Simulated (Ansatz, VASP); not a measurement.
# Cross-check of GaP between VASP and Ansatz, part 3 of 3

One calculation is typed for both programs; each brings its own data sets. How far apart do they land? The cell is taken from a series of runs on this material, whose earlier steps may have relaxed, scaled, displaced or heated it; both programs get it as it stands.

VASP 6.6.1 and Ansatz 0.2.0.

So far: The structure; Ansatz: zone-centre phonons, PBE, pair 1; VASP: zone-centre phonons, PBE, pair 1; Comparison.

**5. Ansatz: zone-centre phonons, PBE, pair 2**

Level of this step: Ansatz beside VASP: Kohn-Sham DFT, plane waves, PBE (Ansatz).

Second derivatives magnify differences that forces hide, and they need a tight electronic threshold. The cell compared in this pair holds 41.32 Å³, against 40.91 Å³ for the pair before.

The cell is taken from a series of runs on this material, whose earlier steps may have relaxed, scaled, displaced or heated it; both programs get it as it stands.

The input, input.yaml:

```yaml
crystal:
  lattice:
    - [0.0, 2.7440516368, 2.7440516368]
    - [2.7440516368, 0.0, 2.7440516368]
    - [2.7440516368, 2.7440516368, 0.0]
  atoms:
    - { symbol: P, position: [0.75, 0.75, 0.75] }
    - { symbol: Ga, position: [0.0, 0.0, 0.0] }
kpoints:
  mp_grid: { grid: [12, 12, 12] }
hamiltonian:
  xc: pbe
  pseudopotentials: { kind: paw, azcp: { folder: soft_1 } }
scf:
  occupations: { method: fixed }
output:
  eigenvalues: true
phonons:
  method: dfpt
  dielectric: true
  rigid_motions: translations
```

Command:

```sh
> ansatz run input.yaml --threads 4 --pin off --max-ram 10240MiB --backend cpu --events-out ev --progress --plain --runs-dir out
```

Numbers of over 12 decimals in the logs are rounded to 6 here.

What it wrote:

```text
[...]
Crystal: 2 atoms, lattice volume = 41.324 Å³
Basis set: ecut = 420 eV, 869 PW (Γ), exchange–correlation on 54×54×54 points (8 copies of the dense FFT grid, shifted against one another)
Bands: 13, of which v1, the nominal top of the filled ones, is band 9 counted from 1 (8 counted from 0)
Symmetry: 24 space group operations
k-points: 280 of 1728 (irreducible under 4 space group operations, time reversal used)
[...]
optical modes at Γ + LO–TO along q̂ = [1.0000, 0.0000, 0.0000]:
      ω (cm⁻¹)  modes    IR ((D/Å)²/amu)
[...]
optical modes at Γ + LO–TO along q̂ = [0.0000, 1.0000, 0.0000]:
      ω (cm⁻¹)  modes    IR ((D/Å)²/amu)
        348.87      2            10.2236
        383.11      1             5.1118
  optical modes at Γ + LO–TO along q̂ = [0.0000, 0.0000, 1.0000]:
      ω (cm⁻¹)  modes    IR ((D/Å)²/amu)
        348.87      2            10.2236
        383.11      1             5.1118
[key lines of the parts left out:]
SCF converged after 8 iterations
Free energy (F): -4539.563904 eV
Fermi energy:    6.813664 eV
```

**6. VASP: zone-centre phonons, PBE, pair 2**

The same cell, functional and mesh now go to VASP, with its own data sets.

The input, INCAR:

```
SYSTEM = GaP
PREC = Accurate
ENCUT = 500
EDIFF = 1E-08
NELM = 120
ISMEAR = 0
SIGMA = 0.01
LREAL = .FALSE.
ALGO = Normal
GGA = PE
NBANDS = 15
LORBIT = 11
LWAVE = .FALSE.
LCHARG = .FALSE.
ISIF = 2
IBRION = 8
LEPSILON = .TRUE.
LASPH = .TRUE.
GGA_COMPAT = .FALSE.
EFERMI = MIDGAP
KPAR = 2
```

The input, POSCAR:

```
GaP
1.0
    0.0000000000      2.7440516368      2.7440516368
    2.7440516368      0.0000000000      2.7440516368
    2.7440516368      2.7440516368      0.0000000000
P Ga
1 1
Direct
    0.7500000000      0.7500000000      0.7500000000
    0.0000000000      1.0000000000      0.0000000000
```

The input, KPOINTS:

```
Automatic mesh
0
Gamma
12 12 12
0 0 0
```

PAW data sets: P and Ga_d (PBE family, release 64).

Command:

```sh
> mpirun -np 2 vasp_std
```

What it wrote:

```text
[... set-up lines as in an earlier step ...]
 entering main loop
       N       E                     dE             d eps       ncg     rms          rms(c)
DAV:   1     0.813737302506E+02    0.81374E+02   -0.88607E+03  2223   0.166E+03
DAV:   2    -0.297207853776E+01   -0.84346E+02   -0.80858E+02  2454   0.321E+02
DAV:   3    -0.928359065961E+01   -0.63115E+01   -0.62891E+01  2804   0.690E+01
DAV:   4    -0.938752087120E+01   -0.10393E+00   -0.10391E+00  2619   0.963E+00
[...]
DAV:  12    -0.912687172822E+01    0.38668E-06   -0.31303E-06  2785   0.245E-02    0.257E-03
DAV:  13    -0.912687206367E+01   -0.33546E-06   -0.95549E-07  2581   0.864E-03    0.182E-03
DAV:  14    -0.912687206954E+01   -0.58690E-08   -0.37642E-08  2846   0.173E-03
   1 F= -.91268721E+01 E0= -.91268721E+01  d E =0.000000E+00
 Linear response reoptimize wavefunctions to high precision
DAV:   1    -0.912687207097E+01   -0.14297E-08   -0.37697E-09  2585   0.456E-04
DAV:   2    -0.912687207099E+01   -0.20918E-10   -0.13402E-10  1759   0.933E-05
 Linear response G [H, r] |phi>, progress :
  Direction:   1
[...]
RMM:  16    -0.478204354991E-01    0.90777E-08   -0.11152E-06  6593   0.147E-05    0.610E-08
 first order change of Fermi-energy  -0.10491E+01
 force on displaced ion       1 direction 1 :  -9.535  -0.000  -0.000
 Born effective charge ion    1 direction 1 :  -2.212   0.000   0.000
 Linear response progress:
  Degree of freedom:   2/  2
       N       E                     dE             d eps       ncg     rms          rms(c)
RMM:   1    -0.164158363617E+00   -0.16416E+00    0.80634E-02 10602   0.807E+00
RMM:   2    -0.162769380682E+00    0.13890E-02   -0.25497E-02 16190   0.138E+00    0.516E-02
RMM:   3    -0.163092771577E+00   -0.32339E-03   -0.36142E-03 17011   0.405E-01    0.391E-02
RMM:   4    -0.162899806438E+00    0.19297E-03   -0.12468E-03 17664   0.158E-01    0.122E-02
[...]
RMM:  16    -0.162882773443E+00   -0.36154E-08   -0.53290E-07 11745   0.348E-05    0.201E-07
RMM:  17    -0.162882768634E+00    0.48086E-08   -0.48599E-07 10244   0.324E-05    0.106E-07
RMM:  18    -0.162882772103E+00   -0.34690E-08   -0.52111E-07  9729   0.312E-05    0.260E-08
 first order change of Fermi-energy   0.10494E+01
 force on displaced ion       2 direction 1 :  -9.543   0.000   0.000
 Born effective charge ion    2 direction 1 :   2.200   0.000   0.000
 Born effective charges drift removed
 Linear response finished
```

OUTCAR, selected parts (step 6):

```text
  Total        0.1939449      0.1939449      0.1939449      0.0000000      0.0000000      0.0000000
  in kB        7.5193816      7.5193816      7.5193816      0.0000000      0.0000000      0.0000000
  external PRESSURE =       7.5193816 kB  Pullay stress =       0.0000000 kB

 POSITION                                       TOTAL-FORCE (eV/Angst)
 -----------------------------------------------------------------------------------
      4.11608      4.11608      4.11608         0.000000      0.000000      0.000000
      0.00000      0.00000      0.00000        -0.000000     -0.000000     -0.000000
 -----------------------------------------------------------------------------------
    total drift:                               -0.000001     -0.000001     -0.000001

 MACROSCOPIC STATIC DIELECTRIC TENSOR (including local field effects in DFT)
 ------------------------------------------------------
          10.651302     0.000000    -0.000000
          -0.000000    10.651302    -0.000000
          -0.000000     0.000000    10.651302
 ------------------------------------------------------

 MACROSCOPIC STATIC DIELECTRIC TENSOR IONIC CONTRIBUTION
 ------------------------------------------------------
           2.238886    -0.000000    -0.000000
          -0.000000     2.238886    -0.000000
          -0.000000    -0.000000     2.238886
 ------------------------------------------------------

[... 1 part as in an earlier step ...]

[... 1 further part left out ...]
```

**7. Comparison**

Both answers:

| quantity | Ansatz | VASP | difference |
| --- | --- | --- | --- |
| ε∞ xx | 10.53 | 10.65 | -1.15 % |
| ε∞ yy | 10.53 | 10.65 | -1.15 % |
| ε∞ zz | 10.53 | 10.65 | -1.15 % |
| Born charge of P1 (mean of the diagonal) (e) | -2.18 | -2.21 | +0.03 |
| Born charge of Ga2 (mean of the diagonal) (e) | 2.18 | 2.21 | -0.03 |
| optical mode 1 to 3 (cm⁻¹) | 348.9 | 347.7 | +0.32 % |

Modes are paired by rising frequency, not by their patterns, so a pair may set unlike modes beside each other; they are those without the splitting of longitudinal modes.

**8. Results**

- r.m.s. difference of the optical zone-centre modes, each program's sorted by frequency (zone-centre phonons, PBE, pair 1): 0.98 cm⁻¹
- difference in ε∞ xx (zone-centre phonons, PBE, pair 1): -1.0 %
- r.m.s. difference of the optical zone-centre modes, each program's sorted by frequency (zone-centre phonons, PBE, pair 2): 1.1 cm⁻¹
- difference in ε∞ xx (zone-centre phonons, PBE, pair 2): -1.2 %

**Reading.** The r.m.s. difference of the optical zone-centre modes, each program's sorted by frequency is 0.98 cm⁻¹ (zone-centre phonons, PBE, pair 1). Among the rows given in per cent, the largest difference of the zone-centre phonons, PBE, pair 1 pair is in ε∞ xx, -1.0 %. Among the rows given in per cent, the largest difference of the zone-centre phonons, PBE, pair 2 pair is in ε∞ xx, -1.2 %. Such differences can come from data sets, numerical settings and the points named under the comparisons, not from the functional's error against experiment.

[Lines on the potential files, build, host, timing and source positions are cut from VASP's logs without a mark.]

[Logs are printed without paths, hosts, clocks, repeated set-up lines and the standing remarks that a program may print on its own settings, such as how far it seeks lower states.]

[Hosts, paths, dates, database ids (printed as entryN), source tags and the programs' standing remarks are cut or masked in the printed files.]
